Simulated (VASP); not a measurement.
Input:

```xyz
2
Lattice="0.0000 2.6712 2.6712 2.6712 0.0000 2.6712 2.6712 2.6712 0.0000" Properties=species:S:1:pos:R:3 pbc="T T T"
Si     0.0000     0.0000     0.0000
Hf     2.6712     2.6712     2.6712
```

Calculation: r2SCAN meta-GGA, VASP's PBE PAW potentials (set 64) (plane waves; VASP). Numerical set-up: 400 eV cut-off, 13×13×13 Γ-centred mesh, tetrahedra with Blöchl corrections, potentials Si Hf_pv.

Unless said otherwise, spin-orbit coupling is left out, though it shifts the bands of the heavy elements here.

Task: Tabulate the total density of states (states/eV per cell) against energy (eV; zero at the valence-band maximum or, without a gap, the Fermi level).

Result: 
(E (eV), DOS (states/eV)): (-9.93, 0.21); (-9.36, 0.31); (-8.79, 0.46); (-8.21, 1.04); (-7.64, 2.33); (-7.18, 0.00); (-6.61, 0.00); (-6.03, 0.00); (-5.46, 0.15); (-4.89, 0.42); (-4.32, 0.88); (-3.74, 1.29); (-3.28, 0.42); (-2.71, 1.75); (-2.14, 2.32); (-1.56, 1.53); (-0.99, 0.82); (-0.42, 0.47); (0.15, 0.49); (0.73, 0.79); (1.30, 0.98); (1.76, 1.11); (2.33, 1.33); (2.90, 2.19); (3.48, 2.12)
Within 2 eV below the Fermi level the largest weight inside VASP's projection spheres is Hf d, then Si p.

The structure was generated: HfSi was put into the rocksalt type (Fm-3m), which need not be its known phase. It was relaxed first, which changed the volume by -19 %.
